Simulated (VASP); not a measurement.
These are PBE GGA, VASP's PBE PAW potentials (set 64) (plane waves; VASP) values and carry that method's errors.

VASP ran on this input.

INCAR:
```
ALGO=Normal
EDIFF=1E-6
ENCUT=520
GGA=PE
ISIF=2
ISMEAR=0
ISPIN=1
LASPH=.TRUE.
LCHARG=.FALSE.
LMAXMIX=4
LORBIT=10
LREAL=.FALSE.
LWAVE=.FALSE.
NELM=100
PREC=Accurate
SIGMA=0.05
SYSTEM=MnO
```

### POSCAR
```
MnO
1
    4.5288000000     2.2644000000     2.2644000000
    2.2644000000     4.5288000000     2.2644000000
    2.2644000000     2.2644000000     4.5288000000
Mn O
2 2
Direct
  0.0000000000   0.0000000000   0.0000000000
  0.5000000000   0.5000000000   0.5000000000
  0.2500000000   0.2500000000   0.2500000000
  0.7500000000   0.7500000000   0.7500000000
```

KPOINTS:
```
kpoints
0
G
  7 7 7
```

POTCAR, in this order: Mn_pv O (PBE.64 set). Program: vasp_std.

The resulting files:

File OUTCAR:
```
 ion  position               nearest neighbor table
   1  0.000  0.000  0.000-   4 2.26   4 2.26   4 2.26   3 2.26   3 2.26   3 2.26
   2  0.500  0.500  0.500-   3 2.26   3 2.26   3 2.26   4 2.26   4 2.26   4 2.26
   3  0.250  0.250  0.250-   1 2.26   1 2.26   1 2.26   2 2.26   2 2.26   2 2.26
   4  0.750  0.750  0.750-   2 2.26   2 2.26   2 2.26   1 2.26   1 2.26   1 2.26
  LATTYP: Found a trigonal (rhomboedric) cell.
 ALAT       =     5.5466245736
 COS(alpha) =     0.8333333333
 Subroutine PRICEL returns following result:
  LATTYP: Found a face centered cubic cell.
 ALAT       =     4.5288000000
 Subroutine GETGRP returns: Found 12 space group operations
The static configuration has the point symmetry D_3d.
The dynamic configuration has the point symmetry D_3d.
 Subroutine INISYM returns: Found 12 space group operations
 Subroutine IBZKPT returns following result:
 Found     44 irreducible k-points:

 Following reciprocal coordinates:
            Coordinates               Weight
  0.000000  0.000000  0.000000      1.000000
  0.142857 -0.000000 -0.000000      6.000000
  0.285714 -0.000000 -0.000000      6.000000
  0.428571 -0.000000 -0.000000      6.000000
  0.142857  0.142857 -0.000000      6.000000
...
```

File OSZICAR:
```
       N       E                     dE             d eps       ncg     rms          rms(c)
DAV:   1     0.440650157796E+03    0.44065E+03   -0.22380E+04  2056   0.201E+03
DAV:   2     0.124543991757E+02   -0.42820E+03   -0.41949E+03  2166   0.545E+02
DAV:   3    -0.322953642178E+02   -0.44750E+02   -0.44239E+02  2399   0.166E+02
DAV:   4    -0.340837397500E+02   -0.17884E+01   -0.17391E+01  2699   0.278E+01
DAV:   5    -0.341118421330E+02   -0.28102E-01   -0.28076E-01  2367   0.439E+00    0.202E+01
DAV:   6    -0.361871374990E+02   -0.20753E+01   -0.15086E+02  2676   0.852E+01    0.350E+01
DAV:   7    -0.281590588810E+02    0.80281E+01   -0.11069E+02  2909   0.718E+01    0.681E+00
DAV:   8    -0.279054848875E+02    0.25357E+00   -0.38691E+00  2707   0.145E+01    0.190E+00
DAV:   9    -0.279339806291E+02   -0.28496E-01   -0.22552E-01  2272   0.315E+00    0.121E+00
DAV:  10    -0.279206898150E+02    0.13291E-01   -0.35737E-02  2581   0.150E+00    0.524E-01
DAV:  11    -0.279190231053E+02    0.16667E-02   -0.16032E-02  2698   0.909E-01    0.141E-01
DAV:  12    -0.279189118541E+02    0.11125E-03   -0.75648E-04  2747   0.225E-01    0.115E-01
DAV:  13    -0.279188536735E+02    0.58181E-04   -0.62465E-04  2283   0.203E-01    0.727E-02
DAV:  14    -0.279187769108E+02    0.76763E-04   -0.41592E-04  2705   0.178E-01    0.131E-02
DAV:  15    -0.279187760397E+02    0.87111E-06   -0.30103E-05  2272   0.378E-02    0.582E-03
DAV:  16    -0.279187757184E+02    0.32125E-06   -0.34376E-06  1816   0.144E-02
   1 F= -.27918776E+02 E0= -.27907651E+02  d E =-.222503E-01
```

File OUTCAR:
```
------------------------ aborting loop because EDIFF is reached ----------------------------------------
  FORCE on cell =-STRESS in cart. coord.  units (eV):
  Direction    XX          YY          ZZ          XY          YZ          ZX
  --------------------------------------------------------------------------------------
  Total      -10.6859372    -10.6859372    -10.6859372     -0.0501858     -0.0501858     -0.0501858
  in kB     -368.6411145   -368.6411145   -368.6411145     -1.7312975     -1.7312975     -1.7312975
  external PRESSURE =    -368.6411145 kB  Pullay stress =       0.0000000 kB
  volume of cell :       46.44
      direct lattice vectors                 reciprocal lattice vectors
     4.528800000  2.264400000  2.264400000     0.331213567 -0.110404522 -0.110404522
     2.264400000  4.528800000  2.264400000    -0.110404522  0.331213567 -0.110404522
     2.264400000  2.264400000  4.528800000    -0.110404522 -0.110404522  0.331213567
 POSITION                                       TOTAL-FORCE (eV/Angst)
 -----------------------------------------------------------------------------------
      0.00000      0.00000      0.00000        -0.000000     -0.000000      0.000000
      4.52880      4.52880      4.52880        -0.000000     -0.000000     -0.000000
      2.26440      2.26440      2.26440         0.000000      0.000000      0.000000
      6.79320      6.79320      6.79320        -0.000000     -0.000000     -0.000000
 -----------------------------------------------------------------------------------
    total drift:                                0.000000     -0.000000     -0.000000
  FREE ENERGIE OF THE ION-ELECTRON SYSTEM (eV)
  ---------------------------------------------------
  free  energy   TOTEN  =       -27.9187757184 eV

  energy  without entropy=      -27.8965254429  energy(sigma->0) =      -27.90765058

 total charge

# of ion       s       p       d       tot
------------------------------------------
    1        0.171   6.131   5.047  11.349
    2        0.171   6.131   5.047  11.349
    3        1.551   3.331   0.000   4.882
    4        1.551   3.331   0.000   4.882
--------------------------------------------------
tot          3.445  18.923  10.094  32.463
```
(Selected blocks of OUTCAR.)

The compound is MnO in the rock salt, AFM-II order structure. The cell was not relaxed at this level. The k-mesh is coarse (spacing up to 0.33 per Å, 2π included), so the numbers may not be converged in it. The run is one of a series of settings (ISPIN = 1, the spin start removed against the base run), some of them coarse on purpose. The run is not spin-polarised, so no magnetic state was tried.
